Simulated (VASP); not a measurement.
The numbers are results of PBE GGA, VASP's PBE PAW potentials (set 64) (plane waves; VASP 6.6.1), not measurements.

Input for VASP

POSCAR:
```
CdF2
3.8113060
  0.0000000000   0.7071066978   0.7071066978
  0.7071066978   0.0000000000   0.7071066978
  0.7071066978   0.7071066978   0.0000000000
Cd F
1 2
Cartesian
  0.0000000000   0.0000000000   0.0000000000
  0.3535533489   0.3535533489   0.3535533489
  1.0606600467   1.0606600467   1.0606600467
```

### KPOINTS
```
Automatic mesh
0
Gamma
8 8 8
0 0 0
```

### INCAR
```
! general
SYSTEM  = CdF2
PREC    = Accurate
ENCUT   = 520
LREAL   = .FALSE.   ! projection in real space or not
LASPH   = .TRUE.   ! aspherical one-centre terms

! electronic loop
EDIFF   = 1E-6
NELM    = 100
ALGO    = All   ! all-band CG
LMAXMIX = 4   ! l cut-off of mixed one-centre charges

! smearing
ISMEAR  = 0
SIGMA   = 0.05

! functional
GGA     = PE   ! PBE

! ions
ISIF    = 2   ! forces and stress, cell fixed

! output
LWAVE   = .FALSE.
LCHARG  = .FALSE.
```

POTCAR, in this order: Cd F (PBE.64 set). Program: vasp_std.

Output of the run:

File OSZICAR:
```
       N       E                     dE             d eps       ncg     rms           ort
DAV:   1     0.208635037318E+03    0.20864E+03   -0.16074E+04   493   0.161E+03
DAV:   2    -0.384302647564E+01   -0.21248E+03   -0.20499E+03   493   0.390E+02
DAV:   3    -0.125273340695E+02   -0.86843E+01   -0.86653E+01   493   0.891E+01
DAV:   4    -0.125693358171E+02   -0.42002E-01   -0.41996E-01   493   0.614E+00
DAV:   5    -0.125694870717E+02   -0.15125E-03   -0.15124E-03   493   0.326E-01
SDA:   6    -0.790296576715E+01    0.46665E+01   -0.15124E-03   493   0.152E+02   0.000E+00
CGA:   7    -0.105279831517E+02   -0.26250E+01   -0.26110E+01   493   0.757E+00  -0.155E+00
CGA:   8    -0.107671888846E+02   -0.23921E+00   -0.24043E+00   493   0.227E+00  -0.917E-02
CGA:   9    -0.108460191006E+02   -0.78830E-01   -0.79243E-01   493   0.441E-01  -0.276E-02
CGA:  10    -0.108591454808E+02   -0.13126E-01   -0.13140E-01   493   0.598E-02  -0.143E-03
CGA:  11    -0.108608908736E+02   -0.17454E-02   -0.17437E-02   493   0.742E-03   0.277E-04
CGA:  12    -0.108610893162E+02   -0.19844E-03   -0.19864E-03   493   0.853E-04  -0.682E-05
CGA:  13    -0.108611157655E+02   -0.26449E-04   -0.26328E-04   493   0.997E-05   0.171E-05
CGA:  14    -0.108611189832E+02   -0.32178E-05   -0.31551E-05   493   0.148E-05   0.101E-05
CGA:  15    -0.108611196230E+02   -0.63981E-06   -0.63752E-06   493   0.254E-06   0.165E-07
   1 F= -.10861120E+02 E0= -.10861120E+02  d E =-.410972E-16
```

**OUTCAR**
```
------------------------ aborting loop because EDIFF is reached ----------------------------------------
  FORCE on cell =-STRESS in cart. coord.  units (eV):
  Direction    XX          YY          ZZ          XY          YZ          ZX
  --------------------------------------------------------------------------------------
  Total        1.4799518      1.4799518      1.4799518      0.0000000      0.0000000      0.0000000
  in kB       60.5692023     60.5692023     60.5692023      0.0000000      0.0000000      0.0000000
  external PRESSURE =      60.5692023 kB  Pullay stress =       0.0000000 kB
  volume of cell :       39.15
      direct lattice vectors                 reciprocal lattice vectors
     0.000000000  2.695000000  2.695000000    -0.185528757  0.185528757  0.185528757
     2.695000000  0.000000000  2.695000000     0.185528757 -0.185528757  0.185528757
     2.695000000  2.695000000  0.000000000     0.185528757  0.185528757 -0.185528757
 POSITION                                       TOTAL-FORCE (eV/Angst)
 -----------------------------------------------------------------------------------
      0.00000      0.00000      0.00000         0.000000     -0.000000     -0.000000
      1.34750      1.34750      1.34750         0.000000      0.000000      0.000000
      4.04250      4.04250      4.04250        -0.000000     -0.000000     -0.000000
 -----------------------------------------------------------------------------------
    total drift:                                0.000000      0.000000      0.000000
  FREE ENERGIE OF THE ION-ELECTRON SYSTEM (eV)
  ---------------------------------------------------
  free  energy   TOTEN  =       -10.8611196230 eV

  energy  without entropy=      -10.8611196230  energy(sigma->0) =      -10.86111962
```
(Selected blocks of OUTCAR.)

The compound is CdF2 in the fluorite structure. The cell was not relaxed at this level. The run is one of a series of settings (ALGO = All against the base run), some of them coarse on purpose.
